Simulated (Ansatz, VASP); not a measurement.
**SiC (Moissanite 3C): VASP beside Ansatz**

One calculation is typed for both programs; each brings its own data sets. How far apart do they land? The cell is taken from a series of runs on this material, whose earlier steps may have relaxed, scaled, displaced or heated it; both programs get it as it stands.

Program: Ansatz 0.2.0. Level of theory: plane waves, with VASP 6.6.1 beside it; zone-centre phonons at PBE. Results are calculated unless marked as measured.

## Step 1: The structure

The structure is cubic, space group F-43m (No. 216). The conventional cell has a = 4.381 Å, b = 4.381 Å, c = 4.381 Å, α = 90.00°, β = 90.00°, γ = 90.00°. Nearest to Si lie 4 C at 1.90 Å. Nearest to C lie 4 Si at 1.90 Å. Farther neighbours are not listed.

As a file:

```
Si C
1.0
    -2.19063    0.00000    2.19063
     0.00000    2.19063    2.19063
    -2.19063    2.19063    0.00000
Si C
1 1
Direct
  0.00000 0.00000 0.00000
  0.25000 0.25000 0.25000
```

## Step 2: VASP: zone-centre phonons, PBE

Second derivatives magnify differences that forces hide, and they need a tight electronic threshold.

Lines of VASP's logs that name or quote its potential files are left out, and so is its time.

File INCAR:

```
SYSTEM = SiC
PREC = Accurate
ENCUT = 600
EDIFF = 1E-08
NELM = 120
ISMEAR = 0
SIGMA = 0.01
LREAL = .FALSE.
ALGO = Normal
GGA = PE
NBANDS = 10
LORBIT = 11
LWAVE = .FALSE.
LCHARG = .FALSE.
ISIF = 2
IBRION = 8
LEPSILON = .TRUE.
LASPH = .TRUE.
GGA_COMPAT = .FALSE.
EFERMI = MIDGAP
KPAR = 2
```

File POSCAR:

```
SiC
1.0
   -2.1906274226      0.0000000000      2.1906274226
    0.0000000000      2.1906274226      2.1906274226
   -2.1906274226      2.1906274226      0.0000000000
Si C
1 1
Direct
    0.0000000000      0.0000000000      0.0000000000
    0.2500000000      0.2500000000      0.2500000000
```

File KPOINTS:

```
Automatic mesh
0
Gamma
12 12 12
0 0 0
```

PAW data sets: Si and C (PBE family, release 64).

Started as:

```console
$ mpirun -np 2 vasp_std
```

Numbers of over 12 decimals in the logs are rounded to 6 here.

Output:

```text
[banner, memory and clock lines left out]
running    2 mpi-ranks, on    1 nodes
 distrk:  each k-point on    1 cores,    2 groups
 distr:  one band on    1 cores,    1 groups

 POSCAR found type information on POSCAR SiC
 POSCAR found :  2 types and       2 ions
 LDA part: xc-table for (Slater+PW92), standard interpolation
 POSCAR, INCAR and KPOINTS ok, starting setup
 FFT: planning ... GRIDC
 FFT: planning ... GRID_SOFT
 FFT: planning ... GRID
 WAVECAR not read
 entering main loop
       N       E                     dE             d eps       ncg     rms          rms(c)
DAV:   1     0.674256889783E+01    0.67426E+01   -0.44421E+03  1480   0.767E+02
DAV:   2    -0.160950195257E+02   -0.22838E+02   -0.21543E+02  1800   0.120E+02
DAV:   3    -0.168692626140E+02   -0.77424E+00   -0.77231E+00  1780   0.196E+01
DAV:   4    -0.168724037579E+02   -0.31411E-02   -0.31407E-02  1652   0.150E+00
DAV:   5    -0.168724192228E+02   -0.15465E-04   -0.15464E-04  1684   0.101E-01    0.864E+00
DAV:   6    -0.151153741656E+02    0.17570E+01   -0.67270E+00  1504   0.124E+01    0.380E+00
DAV:   7    -0.150696343132E+02    0.45740E-01   -0.35360E-01  1696   0.370E+00    0.175E+00
DAV:   8    -0.150620452658E+02    0.75890E-02   -0.20326E-02  1490   0.103E+00    0.163E-01
DAV:   9    -0.150621843803E+02   -0.13911E-03   -0.14966E-03  1874   0.235E-01    0.111E-01
DAV:  10    -0.150622941254E+02   -0.10975E-03   -0.21752E-04  1600   0.981E-02    0.245E-02
DAV:  11    -0.150622963831E+02   -0.22577E-05   -0.40051E-05  1636   0.351E-02    0.595E-03
DAV:  12    -0.150622967920E+02   -0.40888E-06   -0.16090E-06  1546   0.861E-03    0.992E-04
DAV:  13    -0.150622968349E+02   -0.42950E-07   -0.81059E-08  1608   0.219E-03    0.108E-03
DAV:  14    -0.150622968196E+02    0.15359E-07   -0.60579E-09  1036   0.564E-04    0.344E-04
DAV:  15    -0.150622968213E+02   -0.17369E-08   -0.72193E-10   750   0.203E-04
   1 F= -.15062297E+02 E0= -.15062297E+02  d E =0.000000E+00
 Linear response reoptimize wavefunctions to high precision
DAV:   1    -0.150622968219E+02   -0.65188E-09   -0.49289E-11   840   0.581E-05
DAV:   2    -0.150622968219E+02    0.82991E-11   -0.48263E-12   740   0.171E-05
 Linear response G [H, r] |phi>, progress :
  Direction:   1
       N       E                     dE             d eps       ncg     rms
RMM:   1    -0.385723673070E+02   -0.38572E+02   -0.52227E+01  3694   0.417E+01
RMM:   2    -0.325939061625E+02    0.59785E+01   -0.14539E+00  2290   0.977E+00
RMM:   3    -0.326182022442E+02   -0.24296E-01   -0.34273E-03  2368   0.920E-01
RMM:   4    -0.326191758470E+02   -0.97360E-03    0.10579E-03  2489   0.105E-01
RMM:   5    -0.326192887424E+02   -0.11290E-03    0.12267E-04  2488   0.137E-02
RMM:   6    -0.326193007847E+02   -0.12042E-04    0.66106E-06  2590   0.192E-03
RMM:   7    -0.326193019042E+02   -0.11195E-05   -0.43908E-06  2387   0.304E-04
RMM:   8    -0.326193020973E+02   -0.19309E-06   -0.52863E-06  2036   0.735E-05
RMM:   9    -0.326193020920E+02    0.53401E-08    0.14368E-06  1774   0.494E-05
RMM:  10    -0.326193020516E+02    0.40344E-07    0.69941E-06  1585   0.488E-05
RMM:  11    -0.326193020612E+02   -0.96259E-08    0.35347E-06  1305   0.492E-05
RMM:  12    -0.326193020395E+02    0.21767E-07    0.54013E-06  1000   0.491E-05
 Linear response G [H, r] |phi>, progress :
  Direction:   2
       N       E                     dE             d eps       ncg     rms
RMM:   1    -0.410860618433E+02   -0.41086E+02   -0.44542E+01  3683   0.441E+01
RMM:   2    -0.324354954769E+02    0.86506E+01   -0.21477E+00  2313   0.113E+01
RMM:   3    -0.324603026125E+02   -0.24807E-01   -0.13964E-02  2392   0.111E+00
RMM:   4    -0.324610726073E+02   -0.76999E-03    0.97725E-04  2511   0.129E-01
RMM:   5    -0.324611884474E+02   -0.11584E-03    0.12813E-04  2483   0.169E-02
RMM:   6    -0.324612009516E+02   -0.12504E-04    0.94943E-06  2607   0.237E-03
RMM:   7    -0.324612020940E+02   -0.11424E-05   -0.22815E-06  2423   0.372E-04
RMM:   8    -0.324612019913E+02    0.10276E-06   -0.25669E-06  2097   0.837E-05
RMM:   9    -0.324612020529E+02   -0.61646E-07   -0.47453E-07  1796   0.515E-05
RMM:  10    -0.324612022433E+02   -0.19038E-06    0.32013E-07  1597   0.503E-05
RMM:  11    -0.324612022397E+02    0.36243E-08   -0.90551E-06  1318   0.508E-05
RMM:  12    -0.324612021877E+02    0.51994E-07   -0.99302E-06  1004   0.507E-05
 Linear response G [H, r] |phi>, progress :
  Direction:   3
       N       E                     dE             d eps       ncg     rms
RMM:   1    -0.257280389380E+02   -0.25728E+02    0.88685E+01  3512   0.428E+01
RMM:   2    -0.223315943330E+02    0.33964E+01   -0.22096E+00  2286   0.107E+01
RMM:   3    -0.223275972653E+02    0.39971E-02   -0.28982E-02  2333   0.109E+00
RMM:   4    -0.223271499386E+02    0.44733E-03   -0.35695E-04  2489   0.130E-01
RMM:   5    -0.223271487765E+02    0.11621E-05   -0.41860E-06  2451   0.179E-02
RMM:   6    -0.223271490473E+02   -0.27088E-06    0.14201E-06  2524   0.260E-03
RMM:   7    -0.223271491259E+02   -0.78597E-07    0.30864E-06  2345   0.418E-04
RMM:   8    -0.223271491709E+02   -0.45006E-07    0.22414E-06  2040   0.877E-05
RMM:   9    -0.223271492014E+02   -0.30452E-07   -0.59126E-07  1707   0.445E-05
RMM:  10    -0.223271492018E+02   -0.45499E-09   -0.46386E-08  1490   0.425E-05
 Linear response to external field (no local field effect), progress :
[...]
change of polarisation eV/A/(eV/A) component  3 :     0.074     0.082     0.391
 dielectric tensor                  component  3 :     0.640     0.707     4.361
 Linear response to external field, progress :
  Direction:   1
       N       E                     dE             d eps       ncg     rms          rms(c)
RMM:   1    -0.354439437880E+00   -0.35444E+00   -0.14154E+00 12839   0.255E+00
RMM:   2    -0.363009592993E+00   -0.85702E-02   -0.26173E-03  8950   0.366E-01    0.878E-01
RMM:   3    -0.357105724652E+00    0.59039E-02   -0.46704E-03  9026   0.420E-01    0.522E-01
RMM:   4    -0.372924537001E+00   -0.15819E-01   -0.59223E-03  9011   0.486E-01    0.879E-02
RMM:   5    -0.376799795587E+00   -0.38753E-02   -0.16322E-04  9052   0.949E-02    0.126E-02
RMM:   6    -0.376992152481E+00   -0.19236E-03   -0.22930E-06  9439   0.116E-02    0.592E-03
RMM:   7    -0.377126874641E+00   -0.13472E-03   -0.73961E-07  9146   0.693E-03    0.488E-04
RMM:   8    -0.377131995300E+00   -0.51207E-05   -0.10274E-08  9856   0.618E-04    0.195E-04
RMM:   9    -0.377131462763E+00    0.53254E-06   -0.28413E-09  9269   0.334E-04    0.355E-05
RMM:  10    -0.377131702138E+00   -0.23937E-06    0.89777E-12  6071   0.310E-05    0.954E-06
 change of polarisation eV/A/(eV/A) component  1 :     0.699    -0.129    -0.132
 dielectric tensor                  component  1 :     7.015    -1.110    -1.138
 Linear response to external field, progress :
  Direction:   2
       N       E                     dE             d eps       ncg     rms          rms(c)
RMM:   1    -0.354439440599E+00   -0.35444E+00   -0.14154E+00 12841   0.255E+00
RMM:   2    -0.363009602620E+00   -0.85702E-02   -0.26171E-03  8947   0.366E-01    0.878E-01
RMM:   3    -0.357105901311E+00    0.59037E-02   -0.46692E-03  9031   0.420E-01    0.522E-01
RMM:   4    -0.372924836050E+00   -0.15819E-01   -0.59215E-03  9013   0.486E-01    0.879E-02
RMM:   5    -0.376799992423E+00   -0.38752E-02   -0.16325E-04  9057   0.949E-02    0.126E-02
RMM:   6    -0.376992267368E+00   -0.19227E-03   -0.22985E-06  9442   0.116E-02    0.591E-03
RMM:   7    -0.377127011290E+00   -0.13474E-03   -0.73886E-07  9145   0.693E-03    0.490E-04
RMM:   8    -0.377132102316E+00   -0.50910E-05   -0.10884E-08  9856   0.618E-04    0.194E-04
RMM:   9    -0.377131565231E+00    0.53708E-06   -0.25813E-09  9247   0.332E-04    0.331E-05
RMM:  10    -0.377131819664E+00   -0.25443E-06   -0.76204E-12  6135   0.326E-05    0.726E-06
 change of polarisation eV/A/(eV/A) component  2 :    -0.177     0.699     0.105
 dielectric tensor                  component  2 :    -1.523     7.015     0.907
 Linear response to external field, progress :
  Direction:   3
       N       E                     dE             d eps       ncg     rms          rms(c)
RMM:   1    -0.354439548079E+00   -0.35444E+00   -0.14154E+00 12840   0.255E+00
RMM:   2    -0.363009604718E+00   -0.85701E-02   -0.26169E-03  8947   0.366E-01    0.878E-01
RMM:   3    -0.357105707022E+00    0.59039E-02   -0.46697E-03  9031   0.420E-01    0.522E-01
RMM:   4    -0.372924567106E+00   -0.15819E-01   -0.59215E-03  9014   0.486E-01    0.879E-02
RMM:   5    -0.376799810609E+00   -0.38752E-02   -0.16326E-04  9054   0.949E-02    0.126E-02
RMM:   6    -0.376992153371E+00   -0.19234E-03   -0.23033E-06  9439   0.116E-02    0.592E-03
RMM:   7    -0.377126872978E+00   -0.13472E-03   -0.74144E-07  9139   0.693E-03    0.488E-04
RMM:   8    -0.377131994679E+00   -0.51217E-05   -0.10781E-08  9860   0.618E-04    0.195E-04
RMM:   9    -0.377131461304E+00    0.53337E-06   -0.28711E-09  9250   0.334E-04    0.355E-05
RMM:  10    -0.377131701234E+00   -0.23993E-06   -0.12622E-11  6088   0.310E-05    0.960E-06
 change of polarisation eV/A/(eV/A) component  3 :    -0.174     0.108     0.699
 dielectric tensor                  component  3 :    -1.498     0.933     7.015
 Linear response DOF=           2
 Linear response progress:
  Degree of freedom:   1/  2
       N       E                     dE             d eps       ncg     rms          rms(c)
RMM:   1    -0.159217017261E-01   -0.15922E-01   -0.54043E-03 13394   0.858E-01
RMM:   2    -0.139513879965E-01    0.19703E-02   -0.67284E-04  8612   0.192E-01    0.123E-01
RMM:   3    -0.138346525454E-01    0.11674E-03    0.65568E-05  8783   0.478E-02    0.710E-02
RMM:   4    -0.138694771388E-01   -0.34825E-04    0.77755E-05  8752   0.529E-02    0.866E-03
RMM:   5    -0.138585339257E-01    0.10943E-04    0.13699E-05  8983   0.110E-02    0.180E-03
RMM:   6    -0.138553614283E-01    0.31725E-05    0.28351E-06  9102   0.146E-03    0.728E-04
RMM:   7    -0.138539293038E-01    0.14321E-05    0.76966E-07  9166   0.407E-04    0.102E-04
RMM:   8    -0.138540614044E-01   -0.13210E-06    0.41571E-09  9307   0.969E-05    0.163E-05
RMM:   9    -0.138540882028E-01   -0.26798E-07   -0.18009E-08  9532   0.294E-05    0.100E-05
RMM:  10    -0.138540625999E-01    0.25603E-07   -0.27154E-08  9458   0.687E-06    0.814E-07
RMM:  11    -0.138540602460E-01    0.23539E-08   -0.96681E-09  7159   0.161E-06    0.231E-07
 first order change of Fermi-energy   0.15841E+01
 force on displaced ion       1 direction 1 : -18.526   0.000   0.000
 Born effective charge ion    1 direction 1 :   2.683   0.000   0.000
 Linear response progress:
  Degree of freedom:   2/  2
       N       E                     dE             d eps       ncg     rms          rms(c)
RMM:   1    -0.125729440131E+00   -0.12573E+00    0.67605E-02 12340   0.206E+00
RMM:   2    -0.123333004547E+00    0.23964E-02   -0.22347E-03  8573   0.392E-01    0.193E-01
RMM:   3    -0.123544639583E+00   -0.21164E-03   -0.64971E-04  8419   0.163E-01    0.967E-02
RMM:   4    -0.124644770415E+00   -0.11001E-02   -0.51616E-04  8406   0.139E-01    0.194E-02
RMM:   5    -0.124633908650E+00    0.10862E-04   -0.53192E-06  8985   0.229E-02    0.180E-03
RMM:   6    -0.124640704729E+00   -0.67961E-05    0.67719E-08  9291   0.236E-03    0.979E-04
RMM:   7    -0.124635682088E+00    0.50226E-05    0.12944E-07  9137   0.874E-04    0.751E-05
RMM:   8    -0.124636592027E+00   -0.90994E-06   -0.58025E-09  9512   0.125E-04    0.337E-05
RMM:   9    -0.124636515497E+00    0.76531E-07   -0.12357E-08  9510   0.538E-05    0.475E-06
RMM:  10    -0.124636509739E+00    0.57572E-08   -0.33768E-09  9863   0.747E-06    0.298E-06
 first order change of Fermi-energy  -0.15851E+01
 force on displaced ion       2 direction 1 : -18.525  -0.000  -0.000
 Born effective charge ion    2 direction 1 :  -2.684   0.000   0.000
 Born effective charges drift removed
 Linear response finished
```

OUTCAR, selected parts (step 2):

```text
ion  position               nearest neighbor table
   1  0.000  0.000  0.000-   2 1.90   2 1.90   2 1.90   2 1.90
   2  0.250  0.250  0.250-   1 1.90   1 1.90   1 1.90   1 1.90

  LATTYP: Found a face centered cubic cell.
 ALAT       =     4.3812548452

 Subroutine GETGRP returns: Found 24 space group operations
 (whereof 24 operations were pure point group operations)

The static configuration has the point symmetry T_d .

 Found     72 irreducible k-points:

   k-points           NKPTS =     72   k-points in BZ     NKDIM =     72   number of bands    NBANDS=     10

   dimension x,y,z NGX =    28 NGY =   28 NGZ =   28
   dimension x,y,z NGXF=    56 NGYF=   56 NGZF=   56

   ENCUT  =  600.0 eV  44.10 Ry    6.64 a.u.   6.19  6.19  6.19*2*pi/ulx,y,z

   NELECT =       8.0000    total number of electrons

 k-points in reciprocal lattice and weights: Automatic mesh
   0.00000000  0.00000000  0.00000000       0.001
   0.08333333  0.00000000  0.00000000       0.005
   0.16666667  0.00000000  0.00000000       0.005
   0.25000000  0.00000000  0.00000000       0.005
   0.33333333  0.00000000  0.00000000       0.005
   0.41666667  0.00000000  0.00000000       0.005
   0.50000000  0.00000000  0.00000000       0.002
   0.08333333  0.08333333  0.00000000       0.003
   0.16666667  0.08333333  0.00000000       0.014
[...]
-0.33333333  0.50000000  0.16666667       0.007
  -0.25000000  0.50000000  0.25000000       0.003

 average (electrostatic) potential at core
       1 -80.5938       2 -45.0123

  Total       -0.0533603     -0.0533603     -0.0533603      0.0000000     -0.0000000      0.0000000
  in kB       -4.0662390     -4.0662390     -4.0662390      0.0000000     -0.0000000      0.0000000
  external PRESSURE =      -4.0662390 kB  Pullay stress =       0.0000000 kB

  energy-cutoff  :      600.00
  volume of cell :       21.02
      direct lattice vectors                 reciprocal lattice vectors
    -2.190627423  0.000000000  2.190627423    -0.228245111 -0.228245111  0.228245111
     0.000000000  2.190627423  2.190627423     0.228245111  0.228245111  0.228245111
    -2.190627423  2.190627423  0.000000000    -0.228245111  0.228245111 -0.228245111

 POSITION                                       TOTAL-FORCE (eV/Angst)
 -----------------------------------------------------------------------------------
      0.00000      0.00000      0.00000         0.000000     -0.000000      0.000000
     -1.09531      1.09531      1.09531        -0.000000      0.000000     -0.000000
 -----------------------------------------------------------------------------------
    total drift:                                0.000000     -0.000000     -0.000000

 MACROSCOPIC STATIC DIELECTRIC TENSOR (including local field effects in DFT)
 ------------------------------------------------------
           7.014902    -0.000000     0.000000
           0.000000     7.014902     0.000000
           0.000000    -0.000000     7.014902
 ------------------------------------------------------

 PIEZOELECTRIC TENSOR (including local field effects)  for field in x, y, z        (C/m^2)
          XX          YY          ZZ          XY          YZ          ZX
  --------------------------------------------------------------------------------
  x    -0.00000    -0.00000    -0.00000     0.00000     0.98115     0.00000
  y     0.00000    -0.00000     0.00000     0.00000     0.00000     0.98115
  z     0.00000     0.00000    -0.00000     0.98115     0.00000     0.00000

 BORN EFFECTIVE CHARGES (including local field effects) (in |e|, cummulative output)
 ---------------------------------------------------------------------------------
 ion    1
    1     2.68275     0.00000     0.00000
    2     0.00000     2.68275     0.00000
    3     0.00000     0.00000     2.68275
 ion    2
    1    -2.68275     0.00000     0.00000
    2     0.00000    -2.68275     0.00000
    3     0.00000     0.00000    -2.68275

 Eigenvectors and eigenvalues of the dynamical matrix
 ----------------------------------------------------

   1 f  =   23.198463 THz   145.760243 2PiTHz  773.817439 cm-1    95.941092 meV
             X         Y         Z           dx          dy          dz
      0.000000  0.000000  0.000000     0.000000    0.547319    0.000000
     -1.095314  1.095314  1.095314    -0.000000   -0.836924    0.000000

   2 f  =   23.198463 THz   145.760243 2PiTHz  773.817439 cm-1    95.941092 meV
             X         Y         Z           dx          dy          dz
      0.000000  0.000000  0.000000     0.000000    0.000000   -0.547319
     -1.095314  1.095314  1.095314     0.000000    0.000000    0.836924

   3 f  =   23.198463 THz   145.760243 2PiTHz  773.817439 cm-1    95.941092 meV
             X         Y         Z           dx          dy          dz
      0.000000  0.000000  0.000000     0.547319   -0.000000    0.000000
     -1.095314  1.095314  1.095314    -0.836924    0.000000    0.000000

   4 f/i=    0.000041 THz     0.000256 2PiTHz    0.001361 cm-1     0.000169 meV
             X         Y         Z           dx          dy          dz
      0.000000  0.000000  0.000000     0.797776    0.252975    0.000000
     -1.095314  1.095314  1.095314     0.521717    0.165436    0.000000

   5 f/i=    0.000041 THz     0.000256 2PiTHz    0.001361 cm-1     0.000169 meV
             X         Y         Z           dx          dy          dz
      0.000000  0.000000  0.000000     0.000000    0.000000    0.836924
     -1.095314  1.095314  1.095314     0.000000    0.000000    0.547319

   6 f/i=    0.000041 THz     0.000256 2PiTHz    0.001361 cm-1     0.000169 meV
             X         Y         Z           dx          dy          dz
      0.000000  0.000000  0.000000    -0.252975    0.797776    0.000000
     -1.095314  1.095314  1.095314    -0.165436    0.521717    0.000000

 MACROSCOPIC STATIC DIELECTRIC TENSOR IONIC CONTRIBUTION
 ------------------------------------------------------
           3.343657    -0.000000    -0.000000
          -0.000000     3.343657    -0.000000
          -0.000000    -0.000000     3.343657
 ------------------------------------------------------

 ELASTIC MODULI CONTR FROM IONIC RELAXATION (kBar)
 Direction    XX          YY          ZZ          XY          YZ          ZX
 --------------------------------------------------------------------------------
 XX          -0.0000      0.0000      0.0000     -0.0000     -0.0000     -0.0000
 YY           0.0000     -0.0000      0.0000     -0.0000      0.0000      0.0000
 ZZ           0.0000      0.0000     -0.0000      0.0000      0.0000     -0.0000
 XY          -0.0000     -0.0000      0.0000   -207.9798      0.0000      0.0000
 YZ          -0.0000      0.0000      0.0000      0.0000   -207.9798      0.0000
 ZX          -0.0000      0.0000     -0.0000      0.0000      0.0000   -207.9798
 --------------------------------------------------------------------------------

 PIEZOELECTRIC TENSOR IONIC CONTR  for field in x, y, z        (C/m^2)
          XX          YY          ZZ          XY          YZ          ZX
  --------------------------------------------------------------------------------
  x    -0.00000     0.00000     0.00000     0.00000    -0.78468     0.00000
  y    -0.00000     0.00000    -0.00000     0.00000     0.00000    -0.78468
  z    -0.00000    -0.00000     0.00000    -0.78468     0.00000     0.00000
```

(Part 1 of 2 ends here.)

[Lines on the potential files, build, host, timing and source positions are cut from VASP's logs without a mark.]

[Logs are printed without paths, hosts, clocks, repeated set-up lines and the standing remarks that a program may print on its own settings, such as how far it seeks lower states.]

[Hosts, paths, dates, database ids (printed as entryN), source tags and the programs' standing remarks are cut or masked in the printed files.]
